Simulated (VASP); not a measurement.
**C: single point with PBE**

Crystal: C.

```
CELL_PARAMETERS angstrom
0.00000 1.80440 1.80440
1.80440 0.00000 1.80440
1.80440 1.80440 0.00000
ATOMIC_POSITIONS crystal
C 0.00000 0.00000 0.00000
C 0.25000 0.25000 0.25000
```

This isn't the form of C at room conditions, which is graphite.

The cell isn't the ideal one: a relaxed cell with its volume scaled by 1.03.

```
Program                : VASP 6.6.1
Task                   : single point
Functional             : PBE
Potentials or basis    : VASP PAW PBE potentials, release 64 (C)
Cutoff                 : 520 eV
k mesh                 : 14 × 14 × 14
Occupations            : gaussian, width 0.02 eV
Spin                   : no spin polarisation
Further INCAR settings : ALGO = Normal; EDIFF = 1e-07; NBANDS = 11; AMIX = 0.2
```

| Item | Value |
| --- | --- |
| Pressure | -12.2 GPa |
| Band gap on the k mesh | 4.05 eV, indirect (least direct gap 5.49 eV) |

Levels at points of the mesh, in eV from the valence-band top:
```csv
k point,band 1,band 2,band 3,band 4,band 5,band 6,band 7,band 8,band 9
"(0.00, 0.00, 0.00)",-21.01,0.00,0.00,0.00,5.49,5.49,5.49,12.54,18.85
"(0.50, 0.00, 0.00)",-15.43,-12.99,-2.71,-2.71,8.31,8.31,8.38,15.37,21.39
"(0.50, 0.50, 0.00)",-12.52,-12.52,-6.09,-6.09,4.68,4.68,16.28,16.28,22.59
```

Wall time 11 s on 1 thread of AMD EPYC 7R13 Processor (Zen 3), on a shared host, peak memory 0.09 GiB.

A k mesh can miss the band edges.
